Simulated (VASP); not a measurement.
An input for Quantum ESPRESSO's pw.x (written as the equivalent of a VASP run, and not itself run):

```
&CONTROL
  calculation = 'vc-relax'
  pseudo_dir = './pseudo'
  outdir = './out'
  tprnfor = .true.
  tstress = .true.
  nstep = 60
  forc_conv_thr = 0.00078
/
&SYSTEM
  ibrav = 0
  nat = 3
  ntyp = 2
  ecutwfc = 68
  occupations = 'smearing'
  smearing = 'gaussian'
  degauss = 0.003675
  input_dft = 'pbe'
/
&ELECTRONS
  conv_thr = 7.3e-08
  electron_maxstep = 100
/
&IONS
/
&CELL
/
ATOMIC_SPECIES
  Sr 87.620 Sr.upf
  Cl 35.450 Cl.upf
CELL_PARAMETERS angstrom
    -0.0000000    3.5191546    3.5191546
     3.5191546    0.0000000    3.5191546
     3.5191546    3.5191546   -0.0000000
ATOMIC_POSITIONS crystal
  Sr   0.0000000  1.0000000  1.0000000
  Cl   0.2500000  0.2500000  0.2500000
  Cl   0.7500000  0.7500000  0.7500000
K_POINTS automatic
  5 5 5 0 0 0
```

**Question.** Translate this input to VASP (INCAR, KPOINTS, POSCAR, choice of POTCAR).

**Answer.** One answer among several that fit: 
**KPOINTS**
```
Automatic mesh
0
Gamma
5 5 5
0 0 0
```

### INCAR
```
SYSTEM = SrCl2
LASPH = T   ! aspherical one-centre terms
LCHARG = F
ENCUT = 480   ! plane-wave cut-off (eV)
PREC = Accurate
ISMEAR = 0   ! Gaussian
IBRION = 2   ! conjugate gradients
ALGO = Normal   ! blocked Davidson
LMAXMIX = 4
LREAL = F
EDIFFG = -0.02   ! ionic stop
ISIF = 3   ! ions, shape and volume
NSW = 60
SIGMA = 0.05
GGA = PE   ! PBE
NELM = 100   ! most electronic steps
EDIFF = 1E-6   ! SCF stop (eV)
LWAVE = F
```

File POSCAR:
```
SrCl2
1
   -0.0000000000     3.5191545536     3.5191545536
    3.5191545536     0.0000000000     3.5191545536
    3.5191545536     3.5191545536    -0.0000000000
Sr Cl
1 2
Direct
  0.0000000000   1.0000000000   1.0000000000
  0.2500000000   0.2500000000   0.2500000000
  0.7500000000   0.7500000000   0.7500000000
```

POTCAR, in this order: Sr_sv Cl (PBE.64 set). Program: vasp_std.

Limits of the translation: the potentials are each code's own (VASP's PAW set, PseudoDojo norm-conserving files in pw.x), so ENCUT and ecutwfc are chosen apart and not converted; conv_thr bounds pw.x's estimated SCF error, while EDIFF bounds the energy change between steps; forc_conv_thr acts on force components and is met together with etot_conv_thr.

The compound is SrCl2 in the fluorite structure. It was relaxed first. The start is the result of an earlier pass.
